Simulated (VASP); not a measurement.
# CsPbCl3: band gap against strain

CsPbCl3 (cubic perovskite, Pm-3m, 35.510 Å³/atom and stress up to 0.06 GPa in the relaxed cell, cube axes along x, y and z) under an equal strain ε along all three axes. PBEsol in VASP (plane waves, PAW), 480 eV, 6×6×6 Γ-centred mesh, Gaussian smearing 0.05 eV; ions are relaxed, or left where forces stay under 0.02 eV/Å, within the symmetry of each cell. Gaps are the smallest on the run's k-mesh, which can miss an edge that lies off it, without spin-orbit coupling; in all rows the valence edge lies at about 1.0 Å⁻¹ from Γ and the conduction edge at about 1.0 Å⁻¹ from Γ.

Here s stands for strain and Eg for gap.

| strain (%) | gap (eV) |
|---|---|
| -3.00 | ? |
| -1.50 | 1.63 |
| -1.00 | 1.70 |
| -0.50 | 1.78 |
| 0.00 | 1.84 |
| 0.50 | 1.91 |
| 1.00 | 1.97 |
| 1.50 | 2.03 |

**Question.** Using a straight line, estimate the missing Eg at s = -3.00 from the other rows, showing the fit.

**Answer.** Means: s 0, Eg 1.837. About the means, the sum of products is 0.93500 and the sum of squares of s is 7.0000; the slope is their ratio. Least squares gives Eg = 1.837 + 0.1336·s. Residuals (row less fit): -0.007, -0.003, 0.010, 0.003, 0.006, -0.001, -0.007; standard error 0.007 (degrees of freedom: 5). Over these rows the gap moves by 13.4 ± 0.3 eV per unit strain, or 4.5 eV per unit of ln V. At the withheld row, Eg = 1.837 + 0.1336 × (-3.0) = 1.436 eV. The calculation gives 1.39 eV, 0.046 eV below the prediction (7.2 % of the range of Eg in the table). The row lies outside the fitted rows, so this is an extrapolation. From the scatter of the fitted rows alone, a prediction at this place has a standard error of 0.011 eV, so the miss is 4.2 times that.

A polynomial of degree 2 through the 12 other runs of the series gives 1.39 there, so most of the miss is curvature that the fit leaves out. With Pb, Bi, Tl or Hg spin-orbit coupling changes such a gap by tenths of an eV to over 1 eV. The primitive cell can neither tilt nor turn polar against its symmetry, as such crystals can under strain. Other structures, which can take over under pressure, weren't tried. CsPbCl3 is here the ideal cubic form; the compound distorts at low or room temperature. Spin-orbit coupling is left out, which can shift this property for CsPbCl3. Rows are the converged runs of the series near zero and its far end, less any whose ions stayed unrelaxed beside relaxed ones; series whose fitted rows scatter by over a few per cent of the range, as at a crossing or softening among them, aren't shown in this form. Most that stay on the fit to the last digits aren't either.
